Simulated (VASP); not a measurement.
Input:

```xyz
8
Lattice="4.2804 0.0000 0.0000 0.0000 4.2804 0.0000 0.0000 0.0000 4.2804" Properties=species:S:1:pos:R:3 pbc="T T T"
Mn     3.6803     2.7403     1.5401
Mn     1.5401     3.6803     2.7403
Mn     0.6001     0.6001     0.6001
Mn     2.7403     1.5401     3.6803
Si     0.6576     1.4826     2.7977
Si     2.7977     0.6576     1.4826
Si     3.6228     3.6228     3.6228
Si     1.4826     2.7977     0.6576
```
Starting moments (μB, in the order of the record's atoms Mn Mn Mn Mn Si Si Si Si): 0.6 0.6 0.6 0.6 0.0 0.0 0.0 0.0.

Computed with LDA (Ceperley-Alder, Perdew-Zunger), VASP's LDA PAW potentials (set 64) (plane waves; VASP). Run with 500 eV cut-off, 7×7×7 Γ-centred mesh, first-order Methfessel-Paxton smearing of 0.10 eV, potentials Mn_pv Si.

Energy and stress use the plane-wave basis of the starting cell. The moments were started parallel, and other spin orders were not tried in this run.

**Question.** The ions, cell shape and volume at an external pressure of 45.0 GPa are relaxed. Which structure does the run end with?

**Answer.** 
```xyz
8
Lattice="4.2275 0.0000 0.0000 0.0000 4.2275 0.0000 0.0000 0.0000 4.2275" Properties=species:S:1:pos:R:3 pbc="T T T"
Mn     3.6313     2.7100     1.5175
Mn     1.5175     3.6313     2.7100
Mn     0.5962     0.5962     0.5962
Mn     2.7100     1.5175     3.6313
Si     0.6483     1.4654     2.7621
Si     2.7621     0.6483     1.4654
Si     3.5792     3.5792     3.5792
Si     1.4654     2.7621     0.6483
```
Space group P2_13 (198), at a tolerance of 0.03 Å. The cell ends with 0.00 μB, on the sites 0.00 0.00 0.00 0.00 0.00 0.00 0.00 0.00 μB.

**Question.** How do energy and volume change from the first to the last step?

**Answer.** The energy (σ→0) changes by +84.0 meV/atom and the volume by -3.7 %, in 6 ionic steps.

```csv
step,E(σ→0) (eV),max force (eV/Å),pressure (GPa),volume (Å³)
1,-68.0559,0.011,30.16,78.42
2,-64.3557,0.607,97.06,68.56
3,-67.4367,0.140,44.37,75.75
4,-67.4094,0.146,44.96,75.65
5,-67.3940,0.149,45.26,75.59
6,-67.3840,0.013,45.29,75.55
```

The compound is MnSi in the B20 structure. This run relaxes it under an external pressure of 45 GPa. Symmetry was kept, so distortions that lower it aren't found.
